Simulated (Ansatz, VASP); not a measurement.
# CCl (Cl-CC-Cl chair, 1 layer): VASP beside Ansatz, part 2 of 2

Aim: how closely do two programs agree when they are given the same cell, functional and k mesh? Of the first pair: The structure shown is the start of the Ansatz relaxation below; VASP solves that cell, so the two are compared at the walk's first step.

VASP 6.6.1 and Ansatz 0.2.0.

So far: Starting point; Ansatz: relaxation, PBE.

## Step 3: VASP: single point, PBE, start cell, pair 1

Level of this step: PBE; plane waves and PAW (Cl, C) (VASP).

The same cell, functional, mesh and smearing now go to VASP, with its own data sets.

Lines of VASP's logs that name or quote its potential files are left out, and so is its time.

INCAR reads:

```
SYSTEM = CCl
PREC = Accurate
ENCUT = 520
EDIFF = 1E-06
NELM = 120
ISMEAR = -1
SIGMA = 0.05
LREAL = .FALSE.
ALGO = Normal
GGA = PE
NBANDS = 17
LORBIT = 11
LWAVE = .FALSE.
LCHARG = .FALSE.
ISIF = 2
LDIPOL = .TRUE.
IDIPOL = 3
DIPOL = 0.5 0.5 0.5
LVHAR = .TRUE.
LASPH = .TRUE.
GGA_COMPAT = .FALSE.
EFERMI = MIDGAP
NELMDL = -8
```

POSCAR reads:

```
CCl
1.0
    2.5080000000      0.0000000000      0.0000000000
   -1.2540000000      2.1719920000      0.0000000000
    0.0000000000      0.0000000000     26.0666670000
Cl C
2 2
Direct
    0.6666664366      0.3333331032      0.4219948795
    0.3333331032      0.6666664366      0.5780051205
    0.6666664366      0.3333331032      0.4902813237
    0.3333331032      0.6666664366      0.5097186763
```

KPOINTS reads:

```
Automatic mesh
0
Gamma
12 12 1
0 0 0
```

The projector-augmented-wave data sets are Cl and C (PBE family, release 64).

Command:

```bash
mpirun -np 1 vasp_std
```

Numbers of over 12 decimals in the logs are rounded to 6 here.

Log:

```text
[banner, memory and clock lines left out]
running    1 mpi-ranks, on    1 nodes
 distrk:  each k-point on    1 cores,    1 groups
 distr:  one band on    1 cores,    1 groups

 POSCAR found type information on POSCAR ClC
 POSCAR found :  2 types and       4 ions
 LDA part: xc-table for (Slater+PW92), standard interpolation
 POSCAR, INCAR and KPOINTS ok, starting setup
 FFT: planning ... GRIDC
 FFT: planning ... GRID_SOFT
 FFT: planning ... GRID
 WAVECAR not read
 entering main loop
       N       E                     dE             d eps       ncg     rms          rms(c)
DAV:   1     0.204528691528E+03    0.20453E+03   -0.90248E+03   646   0.102E+03
DAV:   2     0.377963576807E+01   -0.20075E+03   -0.18813E+03   999   0.216E+02
DAV:   3    -0.169082917409E+02   -0.20688E+02   -0.20465E+02   820   0.868E+01
DAV:   4    -0.172879380533E+02   -0.37965E+00   -0.37843E+00   924   0.134E+01
DAV:   5    -0.172967528060E+02   -0.88148E-02   -0.88083E-02   980   0.197E+00
DAV:   6    -0.172969096956E+02   -0.15689E-03   -0.15686E-03   977   0.226E-01
DAV:   7    -0.172969131124E+02   -0.34168E-05   -0.34166E-05  1042   0.280E-02
DAV:   8    -0.172969132634E+02   -0.15102E-06   -0.15097E-06   906   0.451E-03    0.268E+01
DAV:   9    -0.165694126220E+02    0.72750E+00   -0.10513E+00   858   0.862E+00    0.143E+01
DAV:  10    -0.164341113257E+02    0.13530E+00   -0.95776E-01   949   0.662E+00    0.358E+00
DAV:  11    -0.164390619154E+02   -0.49506E-02   -0.31433E-02   921   0.119E+00    0.705E-01
DAV:  12    -0.164319923515E+02    0.70696E-02   -0.16049E-02   812   0.852E-01    0.289E-01
DAV:  13    -0.164320842638E+02   -0.91912E-04   -0.15109E-03   897   0.280E-01    0.591E-02
DAV:  14    -0.164320711500E+02    0.13114E-04   -0.82844E-05   934   0.728E-02    0.472E-02
DAV:  15    -0.164320607413E+02    0.10409E-04   -0.31921E-05   887   0.382E-02    0.114E-02
DAV:  16    -0.164320639249E+02   -0.31836E-05   -0.12633E-05   888   0.176E-02    0.855E-03
DAV:  17    -0.164320669779E+02   -0.30531E-05   -0.18912E-06   761   0.980E-03    0.669E-03
DAV:  18    -0.164320824136E+02   -0.15436E-04   -0.37550E-06   658   0.833E-03    0.387E-03
DAV:  19    -0.164320872242E+02   -0.48106E-05   -0.95829E-07   734   0.481E-03    0.242E-03
DAV:  20    -0.164320985813E+02   -0.11357E-04   -0.78452E-07   609   0.259E-03    0.218E-03
DAV:  21    -0.164321010873E+02   -0.25060E-05   -0.44145E-08   658   0.978E-04    0.888E-04
DAV:  22    -0.164321058843E+02   -0.47970E-05   -0.21362E-07   647   0.126E-03    0.109E-03
DAV:  23    -0.164321064900E+02   -0.60569E-06   -0.34861E-08   657   0.652E-04
   1 F= -.16432106E+02 E0= -.16428489E+02  d E =-.723507E-02
```

OUTCAR, selected parts (step 3):

```text
ion  position               nearest neighbor table
   1  0.667  0.333  0.422-   3 1.78
   2  0.333  0.667  0.578-   4 1.78
   3  0.667  0.333  0.490-   4 1.53   4 1.53   4 1.53   1 1.78
   4  0.333  0.667  0.510-   3 1.53   3 1.53   3 1.53   2 1.78

  LATTYP: Found a hexagonal cell.
 ALAT       =     2.5080000000
 C/A-ratio  =    10.3934078947

 Subroutine GETGRP returns: Found 12 space group operations
 (whereof 12 operations were pure point group operations)

The static configuration has the point symmetry D_3d.

 Found     19 irreducible k-points:

   k-points           NKPTS =     19   k-points in BZ     NKDIM =     19   number of bands    NBANDS=     17

   dimension x,y,z NGX =    20 NGY =   20 NGZ =  196
   dimension x,y,z NGXF=    40 NGYF=   40 NGZF=  392

   ENCUT  =  520.0 eV  38.22 Ry    6.18 a.u.   4.66  4.66 48.47*2*pi/ulx,y,z

   NELECT =      22.0000    total number of electrons

 k-points in reciprocal lattice and weights: Automatic mesh
   0.00000000  0.00000000  0.00000000       0.007
   0.08333333 -0.00000000  0.00000000       0.042
   0.16666667  0.00000000  0.00000000       0.042
   0.25000000  0.00000000  0.00000000       0.042
   0.33333333  0.00000000  0.00000000       0.042
   0.41666667  0.00000000  0.00000000       0.042
   0.50000000  0.00000000  0.00000000       0.021
   0.08333333  0.08333333  0.00000000       0.042
   0.16666667  0.08333333  0.00000000       0.083
[...]
0.33333333  0.25000000  0.00000000       0.083
   0.33333333  0.33333333  0.00000000       0.014

 dipolmoment           0.000000      0.000000     -0.000000 electrons x Angstroem

 average (electrostatic) potential at core
       1 -97.3868       2 -97.3868       3 -57.7084       4 -57.7084

 E-fermi :   0.5757

 k-point     1 :       0.0000    0.0000    0.0000
  band No.  band energies     occupation
    ...
      4     -11.9289      2.00000
      5      -7.6712      2.00000
      6      -4.0514      2.00000
      7      -4.0514      2.00000
      8      -0.8656      2.00000
      9       0.7880      0.02824
     10       0.7880      0.02824
     11       1.5929      0.00000
     12       1.5929      0.00000
     13       2.3622      0.00000
    ...

 k-point     2 :       0.0833   -0.0000    0.0000
  band No.  band energies     occupation
    ...
      6      -4.8747      2.00000
      7      -4.3873      2.00000
      8      -0.7205      2.00000
      9      -0.2195      2.00000
     10       0.5938      0.82099
     11       0.7558      0.05301
     12       1.3545      0.00000
     13       2.6158      0.00000
     14       3.6345      0.00000
     15       4.0529      0.00000
    ...

 k-point     3 :       0.1667    0.0000    0.0000
  band No.  band energies     occupation
    ...
      7      -5.1607      2.00000
      8      -2.2984      2.00000
      9      -1.4548      2.00000
     10      -0.0178      1.99999
     11       0.0623      1.99993
     12       0.7701      0.04009
     13       2.9825      0.00000
     14       4.2421      0.00000
     15       4.6032      0.00000
     16       4.9544      0.00000
    ...

  Total       18.1096609     18.1096657      4.2211011      0.0000000     -0.0000000      0.0000000
  in kB      204.3382375    204.3382915     47.6282997      0.0000000     -0.0000000      0.0000000
  external PRESSURE =     152.1016096 kB  Pullay stress =       0.0000000 kB

  energy-cutoff  :      520.00
  volume of cell :      141.99
      direct lattice vectors                 reciprocal lattice vectors
     2.508000000  0.000000000  0.000000000     0.398724083  0.230203426  0.000000000
    -1.254000000  2.171992000  0.000000000     0.000000000  0.460406852  0.000000000
     0.000000000  0.000000000 26.066667000     0.000000000  0.000000000  0.038363171

 POSITION                                       TOTAL-FORCE (eV/Angst)
 -----------------------------------------------------------------------------------
      1.25400      0.72400     11.00000        -0.000000      0.000000     -1.313693
     -0.00000      1.44799     15.06667         0.000000      0.000000      1.313693
      1.25400      0.72400     12.78000        -0.000000      0.000000      2.139543
     -0.00000      1.44799     13.28667         0.000000      0.000000     -2.139543
 -----------------------------------------------------------------------------------
    total drift:                                0.000634      0.001098     -0.000000

  FREE ENERGIE OF THE ION-ELECTRON SYSTEM (eV)
  ---------------------------------------------------
  free  energy   TOTEN  =       -16.4321064900 eV

  energy  without entropy=      -16.4248714189  energy(sigma->0) =      -16.42848895

 vacuum level on the upper side and lower side of the slab         3.877         3.877

 total charge
# of ion       s       p       d       tot
------------------------------------------
    1        1.645   3.528   0.000   5.173
    2        1.645   3.528   0.000   5.173
    3        0.832   1.687   0.000   2.519
    4        0.832   1.687   0.000   2.519
--------------------------------------------------
tot          4.954  10.431   0.000  15.385

[... 3 further parts left out ...]
```

## Step 4: Differences

Known differences besides the potentials themselves: the cutoff is 420 eV in Ansatz and 520 eV in VASP. Total energies have different zeros and are not compared.

Forces (eV/Å; atoms numbered as in POSCAR):

| atom | Ansatz x, y, z | VASP x, y, z |
| --- | --- | --- |
| Cl1 | 0.000, 0.000, -1.447 | 0.000, 0.000, -1.314 |
| Cl2 | 0.000, 0.000, 1.447 | 0.000, 0.000, 1.314 |
| C3 | 0.000, 0.000, 2.289 | 0.000, 0.000, 2.140 |
| C4 | 0.000, 0.000, -2.290 | 0.000, 0.000, -2.140 |

The forces differ by 82 meV/Å r.m.s., which is 8.0 % of the r.m.s. force of 1.025 eV/Å (both taken over all components). With vacuum in the cell, a pressure given here is an average over mostly empty space and none of the material.

## Step 5: Ansatz: relaxation, PBE

This run makes the geometry at which the two programs are then compared.

The structure compared here is the end of the Ansatz relaxation.

input.yaml reads:

```yaml
crystal:
  lattice:
    - [2.508, 0.0, 0.0]
    - [-1.254, 2.1719917127, 0.0]
    - [0.0, 0.0, 26.0666666667]
  atoms:
    - { symbol: Cl, position: [0.6666666667, 0.3333333333, 0.4219948849] }
    - { symbol: C, position: [0.6666666667, 0.3333333333, 0.4902813299] }
    - { symbol: C, position: [0.3333333333, 0.6666666667, 0.5097186701] }
    - { symbol: Cl, position: [0.3333333333, 0.6666666667, 0.5780051151] }
kpoints:
  mp_grid: { grid: [12, 12, 1] }
hamiltonian:
  xc: pbe
scf:
  occupations: { method: fermi_dirac, width: 0.05 }
  convergence: { dr2_threshold: 1.0e-08 }
efield:
  axis: 3
  dipole_correction: true
  ramp_position: 0.97
  ramp_width: 0.04
relax:
  f_tol: 0.01
  cell: { fix: [c, alpha, beta] }
output:
  write_potential: true
  write_density: true
  volumetric_format: npy
```

Command:

```bash
ansatz run input.yaml --threads 4 --pin off --max-ram 8192MiB --backend cpu --events-out ev --progress --plain --runs-dir out
```

Log:

```text
[...]
Crystal: 4 atoms, lattice volume = 141.994 Å³
Basis set: ecut = 420 eV, 2745 PW (Γ), exchange–correlation on 36×36×360 points (8 copies of the dense FFT grid, shifted against one another)
[...]
cell:  # Å, volume = 191.4730 Å³
    - [2.912364, 0, 0]
    - [-1.456182, 2.522181, 0]
    - [0, 0, 26.0666666667]
  atoms:
    - { symbol: Cl, position: [0.666667, 0.333333, 0.422981] }
    - { symbol: C, position: [0.666667, 0.333333, 0.490236] }
    - { symbol: C, position: [0.333333, 0.666667, 0.509764] }
    - { symbol: Cl, position: [0.333333, 0.666667, 0.577019] }
[key lines of the parts left out:]
SCF converged after 6 iterations
Free energy (F): -2657.882488 eV
Fermi energy:    0.075481 eV
Dipole field:    D = 0.000014 V/Å  (p = 0.000015 e·Å, saw-weighted, corrected)
Work function:   Φ+ = 3.1677 eV   Φ− = 3.1681 eV
P = ⅓ Tr σ = 0.0002 GPa (0.002 kbar)
```

## Step 6: VASP: single point, PBE, relaxed cell, pair 2

The same cell, functional, mesh and smearing now go to VASP, with its own data sets.

INCAR: that of step 3 with these lines changed.

```diff
@@ -2,3 +2,3 @@
 PREC = Accurate
-ENCUT = 520
+ENCUT = 600
 EDIFF = 1E-06
```

POSCAR reads:

```
CCl
1.0
    2.9123639948      0.0000000000      0.0000000000
   -1.4561819974      2.5221812046      0.0000000000
    0.0000000000      0.0000000000     26.0666666667
Cl C
2 2
Direct
    0.6666666666      0.3333333332      0.4229807939
    0.3333333332      0.6666666666      0.5770192065
    0.6666666666      0.3333333332      0.4902357047
    0.3333333332      0.6666666666      0.5097642957
```

KPOINTS is that of step 3.

Command:

```bash
mpirun -np 1 vasp_std
```

Log:

```text
[... set-up lines as in an earlier step ...]
 entering main loop
       N       E                     dE             d eps       ncg     rms          rms(c)
DAV:   1     0.205928392916E+03    0.20593E+03   -0.88787E+03   646   0.110E+03
DAV:   2     0.741118480024E+01   -0.19852E+03   -0.18888E+03  1074   0.201E+02
DAV:   3    -0.190046952305E+02   -0.26416E+02   -0.25981E+02   867   0.919E+01
DAV:   4    -0.194904308516E+02   -0.48574E+00   -0.48327E+00   935   0.147E+01
[...]
DAV:  22    -0.191913884684E+02   -0.47834E-05   -0.12783E-07   705   0.132E-03    0.115E-04
DAV:  23    -0.191913895577E+02   -0.10892E-05   -0.33651E-08   745   0.644E-04    0.906E-05
DAV:  24    -0.191913898323E+02   -0.27463E-06   -0.79441E-09   659   0.329E-04
   1 F= -.19191390E+02 E0= -.19191390E+02  d E =-.819735E-08
```

From OUTCAR (step 6):

```text
  Total       -0.0520743     -0.0520743     -0.4281576     -0.0000000      0.0000000      0.0000000
  in kB       -0.4357394     -0.4357394     -3.5826703     -0.0000000      0.0000000      0.0000000
  external PRESSURE =      -1.4847163 kB  Pullay stress =       0.0000000 kB

 POSITION                                       TOTAL-FORCE (eV/Angst)
 -----------------------------------------------------------------------------------
      1.45618      0.84073     11.02570         0.000000     -0.000000      0.111012
     -0.00000      1.68145     15.04097        -0.000000      0.000000     -0.111012
      1.45618      0.84073     12.77881         0.000000      0.000000     -0.098502
     -0.00000      1.68145     13.28786        -0.000000     -0.000000      0.098502
 -----------------------------------------------------------------------------------
    total drift:                                0.000000      0.000001     -0.000021

  FREE ENERGIE OF THE ION-ELECTRON SYSTEM (eV)
  ---------------------------------------------------
  free  energy   TOTEN  =       -19.1913898323 eV

  energy  without entropy=      -19.1913898241  energy(sigma->0) =      -19.19138983

[... 1 part as in an earlier step ...]

[... 2 further parts left out ...]
[key lines of the parts left out:]
E-fermi :  -0.4394
```

## Step 7: Side by side

What differs besides the data sets and the points named for the pairs above, as far as they apply: the cutoff is 420 eV in Ansatz and 600 eV in VASP; Ansatz's pressure holds a Pulay correction, VASP's none. Total energies have different zeros and are not compared.

Compared:

| quantity | Ansatz | VASP | difference |
| --- | --- | --- | --- |
| pressure (GPa) | 0.00 | -0.15 | +0.15 |
| gap on the k mesh (eV) | 1.514 | 1.544 | -0.030 |

Forces (eV/Å; atoms numbered as in POSCAR):

| atom | Ansatz x, y, z | VASP x, y, z |
| --- | --- | --- |
| Cl1 | 0.000, 0.000, 0.000 | 0.000, 0.000, 0.111 |
| Cl2 | 0.000, 0.000, 0.000 | 0.000, 0.000, -0.111 |
| C3 | 0.000, 0.000, 0.001 | 0.000, 0.000, -0.099 |
| C4 | 0.000, 0.000, -0.001 | 0.000, 0.000, 0.099 |

The forces differ by 61 meV/Å r.m.s., where the r.m.s. force is 0.000 eV/Å in Ansatz and 0.061 eV/Å in VASP: the atoms lie near their places of rest in Ansatz, so a percentage would say little (all taken over all components). A gap on the mesh is an upper bound, since the band edges may lie between its points. With vacuum in the cell, a pressure given here is an average over mostly empty space and none of the material.

## Step 8: Summary of results

```json
{"r.m.s. force difference (single point, PBE, start cell, pair 1)": "8.0 % of the r.m.s. force", "r.m.s. force difference (single point, PBE, relaxed cell, pair 2)": "61 meV/Å"}
```

**Reading.** The r.m.s. force difference is 61 meV/Å (single point, PBE, relaxed cell, pair 2), beyond the 12 meV/Å picked in this series as the mark of a large difference. What causes the difference of the single point, PBE, start cell, pair 1 pair stays open here. What causes the difference of the single point, PBE, relaxed cell, pair 2 pair stays open here. Such differences can come from data sets, numerical settings and the points named under the comparisons, not from the functional's error against experiment.

[Lines on the potential files, build, host, timing and source positions are cut from VASP's logs without a mark.]

[Logs are printed without paths, hosts, clocks, repeated set-up lines and the standing remarks that a program may print on its own settings, such as how far it seeks lower states.]

[Hosts, paths, dates, database ids (printed as entryN), source tags and the programs' standing remarks are cut or masked in the printed files.]
